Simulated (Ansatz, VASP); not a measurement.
## Cross-check of Al2Zn (Al-Zn-Al stack, (111) layers) between VASP and Ansatz

Wanted: the spread between two codes on one cell, functional and k mesh. Of the first pair: The structure shown is the start of the Ansatz relaxation below; VASP solves that cell, so the two are compared at the walk's first step.

Method: plane waves, with VASP 6.6.1 beside it; PBEsol, in Ansatz 0.2.0.

## (1) The starting structure

The cell holds 3 atoms: 2 Al and 1 Zn. Cell: a = 2.776 Å, b = 2.776 Å, c = 32.866 Å, α = 90.0°, β = 90.0°, γ = 120.0°. It derives from Al2Zn. Vacuum lies along c. The height across the vacuum is the one that the program set for its solve, not the one typed.

## (2) Ansatz: relaxation, PBEsol

Ansatz runs on its PAW soft_1 files.

The two programs are compared at the cell with which this relaxation starts, whose forces are those of its first step.

input.yaml

```yaml
crystal:
  lattice:
    - [2.77596, 0.0, 0.0]
    - [-1.38798, 2.40405, 0.0]
    - [0.0, 0.0, 15.53312]
  atoms:
    - { symbol: Al, position: [0.0, 0.0, 0.35408212] }
    - { symbol: Zn, position: [0.33333333, 0.66666667, 0.5] }
    - { symbol: Al, position: [0.66666667, 0.33333333, 0.64591788] }
  periodic: [true, true, false]
kpoints:
  mp_grid: { grid: [12, 12, 1] }
hamiltonian:
  xc: pbesol
  pseudopotentials: { kind: paw, azcp: { folder: soft_1 }, xc_functional: pbe }
scf:
  occupations: { method: gaussian, width: 0.1 }
output:
  forces: true
  stress: true
  eigenvalues: true
  write_density: true
  write_potential: true
  elf: true
  volumetric_format: npy
relax:
  adjacent_minimum: "off"
  f_tol: 0.005
  max_steps: 80
  cell: { stress_2d_tol: 0.02 }
```

On the command line:

```
ansatz run input.yaml --threads 4 --pin off --max-ram 12288MiB --backend cpu --events-out ev --progress --plain --runs-dir out
```

Numbers of over 12 decimals in the logs are rounded to 6 here.

Output:

```text
Warning: crystal.periodic: the lattice vector that does not repeat stood 0.000° off the slab's normal, 15.533 Å along it as the deck builds it. The run solves the slab on a vector along the normal, 32.866 Å long, with every atom where it was (on the deck's vector they left 11.00 Å outside them, and the widest stretch free of ions among them is 2.27 Å). A fractional position that the run reports is one of the run's ce [...]
crystal.periodic: the lattice vector that does not repeat stood 0.000° off the slab's normal, 15.533 Å along it as the deck builds it. The run solves the slab on a vector along the normal, 32.866 Å long, with every atom where it was (on the deck's vector they left 11.00 Å outside them, and the widest stretch free of ions among them is 2.27 Å). A fractional position that the run reports is one of the run's cell, which [...]
Engine: ansatz 0.2.0, x86_64-unknown-linux-gnu
Pseudopotentials: kind: paw
Pseudopotential: Al, paw, valence charge 3, recommended cutoff 420 eV (normal), soft_1/Al.paw.azcp
Pseudopotential: Zn, paw, valence charge 12, recommended cutoff 420 eV (normal), soft_1/Zn.paw.azcp
Functional definition: PBEsol
  exchange = pbesol_x
  correlation = pbesol_c
Crystal: 3 atoms, lattice volume = 219.334 Å³
Basis set: ecut = 420 eV, 4333 PW (Γ), exchange–correlation on 40×40×450 points (8 copies of the dense FFT grid, shifted against one another)
Bands: 13, of which v1, the nominal top of the filled ones, is band 9 counted from 1 (8 counted from 0)
Symmetry: 12 space group operations
Space group: P-3m1 (ITA 164), of the structure as read, at distance tolerance 6.0e-5 Å
k-points: 19 of 144
Non-local potential: Al, projectors of the file, l = 0: 2, l = 1: 2, l = 2: 1
Non-local potential: Zn, projectors of the file, l = 0: 2, l = 1: 2, l = 2: 3, l = 3: 1
PAW form: soft (Blöchl's): semilocal exchange-correlation on the pseudo side does not see the compensation charge
PAW frozen core: Al, regenerated for the run's functional, and the local potential with it (the file was generated under x = pbe(κ = 0.804, μ = 0.219515), c = pbe(β = 0.066725))
PAW frozen core: Zn, regenerated for the run's functional, and the local potential with it (the file was generated under x = pbe(κ = 0.804, μ = 0.219515), c = pbe(β = 0.066725))
PAW one-centre angular grid: Al, 110 points (default); XC on 64 Gauss nodes
PAW one-centre angular grid: Zn, 590 points (default); XC on 64 Gauss nodes
Initial density: superposition of atomic densities (neutral atoms: chi_scale 0, normalization atom)
Initial wavefunctions: pseudopotential atomic-orbital guess
Functional: x = pbesol(κ = 0.804, μ = 0.123457), c = pbesol(β = 0.046)
SCF iter   1: F=—  HF=-4329.824254 eV  |F-HF|=—  |Δ(HF+E_count)|=         —  Δρ=2.71e-2  dr2=2.03e0  ethr=3.10e-3  ⟨swp⟩=13.2  Hψ=2893  notcnv=0
[...]
SCF iter   2: F=—  HF=-4329.235202 eV  |F-HF|=—  |Δ(HF+E_count)|=   3.49e-4  Δρ=3.69e-4  dr2=1.45e-4  ethr=7.84e-6  ⟨swp⟩=2.1  Hψ=415  notcnv=0
SCF iter   3: F=—  HF=-4329.235296 eV  |F-HF|=—  |Δ(HF+E_count)|=   9.43e-5  Δρ=4.90e-4  dr2=2.97e-4  ethr=8.06e-7  ⟨swp⟩=3.3  Hψ=608  notcnv=0
SCF iter   4: F=—  HF=-4329.235187 eV  |F-HF|=—  |Δ(HF+E_count)|=   1.09e-4  Δρ=2.72e-5  dr2=4.95e-6  ethr=8.06e-7  ⟨swp⟩=2.2  Hψ=391  notcnv=0
SCF iter   5: F=—  HF=-4329.235189 eV  |F-HF|=—  |Δ(HF+E_count)|=   1.87e-6  Δρ=1.25e-5  dr2=6.95e-7  ethr=2.75e-8  ⟨swp⟩=3.4  Hψ=582  notcnv=0
iter 6 did not close the SCF: its close was put off until two iterations running show no level that it waits for move by more than its bar (scf_convergence_deferred on its scf_iter line)
SCF iter   6: F=-4329.235189 eV  HF=-4329.235189 eV  |F-HF|=3.61e-8  |Δ(HF+E_count)|=   1.19e-7  Δρ=2.58e-6  dr2=1.09e-8  ethr=1.67e-9  ⟨swp⟩=18.6  Hψ=3181  notcnv=0
iter 7 did not close the SCF: its close was put off until two iterations running show no level that it waits for move by more than its bar (scf_convergence_deferred on its scf_iter line)
SCF iter   7: F=-4329.235189 eV  HF=-4329.235189 eV  |F-HF|=1.72e-9  |Δ(HF+E_count)|=   4.20e-8  Δρ=3.21e-7  dr2=2.00e-10  ethr=6.03e-11  ⟨swp⟩=10.2  Hψ=2225  notcnv=0
SCF iter   8: F=-4329.235189 eV  HF=-4329.235189 eV  |F-HF|=2.46e-11  |Δ(HF+E_count)|=   1.76e-9  Δρ=6.98e-8  dr2=1.22e-11  ethr=1.11e-12  ⟨swp⟩=8.5  Hψ=2025  notcnv=0
SCF 3 converged in 8 iterations: F = -4329.235189 eV  dr2 = 1.22e-11
relax step   3: F+E_penalty+E_count = -4329.23518897 eV  Δ(F+E_penalty+E_count) = -9.825e-4 eV  max|allowed force component| = 1.199e-3 eV/Å  Δτ_max = 0.0079 Å  P = +0.159 N/m  Ω = 213.455 Å³  energy of the carried Pulay correction = +4.126e-4 eV  fix = [c, alpha, beta]  reactions: c +0.000 N/m  (8 SCF iters, dr2 threshold 3.00e-7 eV, accepted)
[...]
relax step   4: F+E_penalty+E_count = -4329.23522202 eV  Δ(F+E_penalty+E_count) = -3.305e-5 eV  max|allowed force component| = 5.110e-4 eV/Å  Δτ_max = 0.0010 Å  P = +0.011 N/m  Ω = 213.800 Å³  energy of the carried Pulay correction = +3.881e-4 eV  fix = [c, alpha, beta]  reactions: c +0.000 N/m  (7 SCF iters, dr2 threshold 2.99e-8 eV, accepted)
[...]
relax step   5: F+E_penalty+E_count = -4329.23485778 eV  Δ(F+E_penalty+E_count) = +3.642e-4 eV  max|allowed force component| = 5.870e-4 eV/Å  Δτ_max = 0.0000 Å  P = +0.007 N/m  Ω = 213.800 Å³  fix = [c, alpha, beta]  reactions: c +0.000 N/m  stress off target by 7.06e-3 N/m on what of the cell is left free  SCF on the basis re-selected at this cell (its energy is not comparable with the rows above)  (7 SCF iters)
basis re-selected at this cell: Δ(F+E_penalty+E_count) = +3.642e-4 eV, ΔP = -0.004 N/m vs the last step (what re-selecting the basis moved, of the pressure what is left beyond the Pulay correction that the steps carried, after the strain that the cell walked since its last selection, with what the two solves' SCF thresholds leave and, on support functions, any second-order correction that the steps lacked; it is no m [...]
SCF converged after 7 iterations
Free energy (F): -4329.234858 eV
Harris-Foulkes:  -4329.234858 eV  (|F-HF|=7.28e-11)
Internal energy: -4329.227818 eV  (E = F + TS)
E sigma→0 (E₀):  -4329.231338 eV
Entropy (-TS):   -0.007040 eV (-2.347 meV/atom)
Fermi energy:    -3.894481 eV
--- Per-component energies (eV) ---
  E_band       = -181.021586
  E_kinetic    = 191.819148
  E_local      = -31868.262054  (includes V_loc(G=0)·N_el)
  E_nonlocal   = 837.888379
  E_hartree    = 15594.665710
  E_xc         = -152.016887
  E_vxc        = -109.293278  (∫ρ·V_xc dr)
  E_paw        = -2770.975337  (= ΣΔE_a)
  E_vpaw       = -422.504895  (= ΣTr[D̂ρ^β])
  E_aug_tail   = -0.000256  (compensation charges beyond the density's cutoff)
  E_ewald      = 13836.817846
  E_core_change = 0.835634  (= ΣΔE_core)
  E_smearing   = -0.007040  (= −TS)
  E_closure    = -0.000000  (closes the sum)
  Σ components = -4329.234858   (vs F -4329.234858, Δ=0.00e0)
--- Forces (eV/Å), atoms counted from 1 ---
  atom   1  Al    -0.00000000    -0.00000000     0.00058699
  atom   2  Zn     0.00000000     0.00000000     0.00000000
  atom   3  Al     0.00000000     0.00000000    -0.00058699
  max |Σ_I F_I| component: 1.68e-29 eV/Å
--- 2D stress c σ (N/m, compression-positive) ---
        0.007061       0.000000       0.000000
        0.000000       0.007061      -0.000000
        0.000000      -0.000000       0.000000
  P = ½ c Tr σ = 0.0071 N/m
--- Band table (eV; the first three rows and the last of 19) ---
  k-point 0: bands = [... 5 lower, -11.2516, -11.2516, -9.8904, -7.0681, -3.1688, -0.9884 (-0.9889°), 0.0040, 0.4551]
  k-point 1: bands = [... 5 lower, -11.2704, -11.2597, -9.7488, -6.8657, -3.0067, -0.8035 (-0.8041°), 0.1856, 0.6389]
  k-point 2: bands = [... 5 lower, -11.2815, -11.2649, -9.2990, -6.2765, -2.5215, -0.2615 (-0.2620°), 0.7303, 1.1809]
  k-point 18: bands = [... 5 lower, -5.8613, -5.4814, -5.4814, -5.4023, -3.9824, -3.9824, -1.3375, -1.2562]
  ° read free of the cell's end (the report's vacuum.weakly_bound_levels)
--- Relaxed structure (4 steps of the walk, 4 accepted, 1 SCFs on fresh bases) ---
  F+E_penalty+E_count = -4329.23485778 eV   max|allowed force component| = 5.870e-4 eV/Å   (the final SCF, on the basis selected at the relaxed cell)
  cell:  # Å, volume = 213.8003 Å³
    - [2.740714, 0.0, 0]
    - [-1.370357, 2.373528, 0]
    - [0, 0, 32.866240]
  atoms:
    - { symbol: Al, position: [0, 0, 0.166289] }
    - { symbol: Zn, position: [0.333333, 0.666667, 0.236308] }
    - { symbol: Al, position: [0.666667, 0.333333, 0.306327] }
```

The column dr2 measures how far the density is from self-consistency, as an energy; F and HF (Harris–Foulkes) agree once it is small.

## (3) VASP: single point, PBEsol, start cell, pair 1

The same cell, functional, mesh and smearing now go to VASP, with its own data sets.

Lines of VASP's logs that name or quote its potential files are left out, and so is its time.

INCAR

```
SYSTEM = Al2Zn
PREC = Accurate
ENCUT = 400
EDIFF = 1E-06
NELM = 120
ISMEAR = 0
SIGMA = 0.1
LREAL = .FALSE.
ALGO = Normal
GGA = PS
NBANDS = 15
LORBIT = 11
LWAVE = .FALSE.
LCHARG = .FALSE.
ISIF = 2
LDIPOL = .TRUE.
IDIPOL = 3
DIPOL = 0.5 0.5 0.236
LVHAR = .TRUE.
LASPH = .TRUE.
GGA_COMPAT = .FALSE.
NELMDL = -8
```

POSCAR

```
Al2Zn
1.0
    2.7759590000      0.0000000000      0.0000000000
   -1.3879790000      2.4040510000      0.0000000000
    0.0000000000      0.0000000000     32.8662400000
Al Zn
2 1
Direct
    0.9999999493      0.0000001386      0.1673449716
    0.6666666159      0.3333334720      0.3052713058
    0.3333332826      0.6666668053      0.2363081387
```

KPOINTS

```
Automatic mesh
0
Gamma
12 12 1
0 0 0
```

Potentials, in the order of the species: Al and Zn (PBE family, release 64).

On the command line:

```
mpirun -np 1 vasp_std
```

Output:

```text
[banner, memory and clock lines left out]
running    1 mpi-ranks, on    1 nodes
 distrk:  each k-point on    1 cores,    1 groups
 distr:  one band on    1 cores,    1 groups

 POSCAR found type information on POSCAR AlZn
 POSCAR found :  2 types and       3 ions
|                                                                             |
|               ----> ADVICE to this user running VASP <----                  |
|                                                                             |
|     You enforced a specific xc type in the INCAR file but a different       |
|     [... a line on the potential file left out ...]
|     I HOPE YOU KNOW WHAT YOU ARE DOING!                                     |
|                                                                             |

 LDA part: xc-table for (Slater+PW92), standard interpolation
 POSCAR, INCAR and KPOINTS ok, starting setup
 FFT: planning ... GRIDC
 FFT: planning ... GRID_SOFT
 FFT: planning ... GRID
 WAVECAR not read
 entering main loop
       N       E                     dE             d eps       ncg     rms          rms(c)
DAV:   1     0.609075793446E+02    0.60908E+02   -0.58852E+03   578   0.732E+02
DAV:   2    -0.707394667171E+01   -0.67982E+02   -0.64622E+02   738   0.181E+02
DAV:   3    -0.952596502842E+01   -0.24520E+01   -0.24440E+01   696   0.438E+01
DAV:   4    -0.957575255506E+01   -0.49788E-01   -0.49780E-01   958   0.518E+00
DAV:   5    -0.957638025870E+01   -0.62770E-03   -0.62768E-03   887   0.501E-01
DAV:   6    -0.957641405113E+01   -0.33792E-04   -0.33792E-04   950   0.893E-02
DAV:   7    -0.957641574875E+01   -0.16976E-05   -0.16977E-05   876   0.158E-02
DAV:   8    -0.957641590891E+01   -0.16016E-06   -0.16006E-06   744   0.410E-03    0.418E+00
DAV:   9    -0.910909818888E+01    0.46732E+00   -0.22072E+00   703   0.403E+01    0.350E+00
DAV:  10    -0.903707250348E+01    0.72026E-01   -0.25218E-01   724   0.800E+00    0.189E+00
DAV:  11    -0.899067407247E+01    0.46398E-01   -0.87928E-02   700   0.247E+00    0.321E-01
DAV:  12    -0.898781192026E+01    0.28622E-02   -0.12563E-02   711   0.177E+00    0.121E-01
DAV:  13    -0.898738710923E+01    0.42481E-03   -0.19241E-03   728   0.478E-01    0.830E-02
DAV:  14    -0.898764336674E+01   -0.25626E-03   -0.36639E-04   757   0.140E-01    0.424E-02
[...]
DAV:  18    -0.898837807124E+01   -0.15340E-03   -0.15788E-05   682   0.157E-02    0.938E-03
DAV:  19    -0.898850073118E+01   -0.12266E-03   -0.18804E-05   654   0.433E-02    0.166E-03
DAV:  20    -0.898853539505E+01   -0.34664E-04   -0.13253E-06   509   0.123E-02    0.199E-03
DAV:  21    -0.898856272925E+01   -0.27334E-04   -0.11680E-06   495   0.322E-03    0.603E-04
DAV:  22    -0.898857965131E+01   -0.16922E-04   -0.15309E-06   460   0.242E-03    0.995E-04
DAV:  23    -0.898858314291E+01   -0.34916E-05   -0.78465E-08   509   0.989E-04    0.182E-04
DAV:  24    -0.898858651865E+01   -0.33757E-05   -0.90144E-08   495   0.925E-04    0.518E-04
DAV:  25    -0.898858706134E+01   -0.54268E-06   -0.61370E-09   565   0.597E-04
   1 F= -.89885871E+01 E0= -.89856965E+01  d E =-.578107E-02
```

Parts of OUTCAR (step 3):

```text
ion  position               nearest neighbor table
   1  1.000  0.000  0.167-   3 2.78   3 2.78   3 2.78
   2  0.667  0.333  0.305-   3 2.78   3 2.78   3 2.78
   3  0.333  0.667  0.236-   1 2.78   2 2.78   1 2.78   2 2.78   1 2.78   2 2.78

  LATTYP: Found a hexagonal cell.
 ALAT       =     2.7759590000
 C/A-ratio  =    11.8395984955

 Subroutine GETGRP returns: Found 12 space group operations
 (whereof  6 operations were pure point group operations)

The static configuration has the point symmetry C_3v.
 The point group associated with its full space group is D_3d.

 Found     19 irreducible k-points:

   k-points           NKPTS =     19   k-points in BZ     NKDIM =     19   number of bands    NBANDS=     15

   dimension x,y,z NGX =    18 NGY =   18 NGZ =  216
   dimension x,y,z NGXF=    36 NGYF=   36 NGZF=  432

   ENCUT  =  400.0 eV  29.40 Ry    5.42 a.u.   4.53  4.53 53.60*2*pi/ulx,y,z

   NELECT =      18.0000    total number of electrons

 k-points in reciprocal lattice and weights: Automatic mesh
   0.00000000  0.00000000  0.00000000       0.007
   0.08333333  0.00000000  0.00000000       0.042
   0.16666667  0.00000000  0.00000000       0.042
   0.25000000  0.00000000  0.00000000       0.042
   0.33333333  0.00000000  0.00000000       0.042
   0.41666667  0.00000000  0.00000000       0.042
   0.50000000  0.00000000  0.00000000       0.021
   0.08333333  0.08333333  0.00000000       0.042
   0.16666667  0.08333333  0.00000000       0.083
[...]
0.33333333  0.25000000  0.00000000       0.083
   0.33333333  0.33333333  0.00000000       0.014

 dipolmoment           0.000000      0.000000      0.000006 electrons x Angstroem

 average (electrostatic) potential at core
       1 -82.0572       2 -82.0572       3 -41.4451

 E-fermi :  -1.7426

 k-point     1 :       0.0000    0.0000    0.0000
  band No.  band energies     occupation
    ...
      5      -9.3673      2.00000
      6      -9.0266      2.00000
      7      -9.0266      2.00000
      8      -7.4635      2.00000
      9      -4.6459      2.00000
     10      -0.6973      0.00000
     11       1.4021      0.00000
     12       2.2284      0.00000
     13       2.5188      0.00000
     14       2.5517      0.00000
    ...

 k-point     2 :       0.0833    0.0000    0.0000
  band No.  band energies     occupation
    ...
      5      -9.3288      2.00000
      6      -9.0378      2.00000
      7      -9.0341      2.00000
      8      -7.3212      2.00000
      9      -4.4504      2.00000
     10      -0.5381      0.00000
     11       1.5817      0.00000
     12       2.4076      0.00000
     13       2.6971      0.00000
     14       2.7317      0.00000
    ...

 k-point     3 :       0.1667    0.0000    0.0000
  band No.  band energies     occupation
    ...
      5      -9.2222      2.00000
      6      -9.0546      2.00000
      7      -9.0068      2.00000
      8      -6.8734      2.00000
      9      -3.8796      2.00000
     10      -0.0627      0.00000
     11       2.1079      0.00000
     12       2.9448      0.00000
     13       3.2318      0.00000
     14       3.2674      0.00000
    ...

  Total       -0.7696036     -0.7696036      0.2468476     -0.0000002      0.0000000     -0.0000000
  in kB       -5.6217425     -5.6217424      1.8031540     -0.0000012      0.0000000     -0.0000000
  external PRESSURE =      -3.1467770 kB  Pullay stress =       0.0000000 kB

  energy-cutoff  :      400.00
  volume of cell :      219.33
      direct lattice vectors                 reciprocal lattice vectors
     2.775959000  0.000000000  0.000000000     0.360235868  0.207982202  0.000000000
    -1.387979000  2.404051000  0.000000000     0.000000000  0.415964553  0.000000000
     0.000000000  0.000000000 32.866240000     0.000000000  0.000000000  0.030426358

 POSITION                                       TOTAL-FORCE (eV/Angst)
 -----------------------------------------------------------------------------------
      2.77596      0.00000      5.50000         0.000000      0.000000     -0.068349
      1.38798      0.80135     10.03312        -0.000000      0.000000      0.068349
      0.00000      1.60270      7.76656         0.000000     -0.000000     -0.000000
 -----------------------------------------------------------------------------------
    total drift:                                0.000027     -0.000026     -0.000024

  FREE ENERGIE OF THE ION-ELECTRON SYSTEM (eV)
  ---------------------------------------------------
  free  energy   TOTEN  =        -8.9885870613 eV

  energy  without entropy=       -8.9828059932  energy(sigma->0) =       -8.98569653

 vacuum level on the upper side and lower side of the slab         2.319         2.319

 total charge
# of ion       s       p       d       tot
------------------------------------------
    1        0.446   0.328   0.000   0.774
    2        0.446   0.328   0.000   0.774
    3        0.631   0.471   9.719  10.821
--------------------------------------------------
tot          1.523   1.127   9.719  12.369

[... 3 further parts left out ...]
```

The run ends at a pressure of -0.31 GPa, with forces up to 0.068 eV/Å.

## (4) Comparison

Known differences besides the potentials themselves: Ansatz cuts the interaction across the vacuum, VASP repeats the sheet with a dipole correction (LDIPOL); the cutoff is 420 eV in Ansatz and 400 eV in VASP; Ansatz makes its cores anew for this functional, VASP keeps those of its PBE data sets. Total energies have different zeros and are not compared.

Forces (eV/Å; atoms numbered as in POSCAR):

```tsv
atom	Ansatz x, y, z	VASP x, y, z
Al1	0.000, 0.000, -0.060	0.000, 0.000, -0.068
Al2	0.000, 0.000, 0.060	0.000, 0.000, 0.068
Zn3	0.000, 0.000, 0.000	0.000, 0.000, 0.000
```

The forces differ by 3.9 meV/Å r.m.s., which is 12.1 % of the r.m.s. force of 0.032 eV/Å (both taken over all components). Where the cell holds vacuum, a pressure given here is an average over it and none of the material.

## (5) Ansatz: relaxation, PBEsol

This run makes the geometry at which the two programs are then compared.

The structure compared here is the end of the Ansatz relaxation.

This is the run of step 2 again, met here at its other cell.

(Part 1 of 2 ends here.)

[Lines on the potential files, build, host, timing and source positions are cut from VASP's logs without a mark.]

[Logs are printed without paths, hosts, clocks, repeated set-up lines and the standing remarks that a program may print on its own settings, such as how far it seeks lower states.]

[Hosts, paths, dates, database ids (printed as entryN), source tags and the programs' standing remarks are cut or masked in the printed files.]
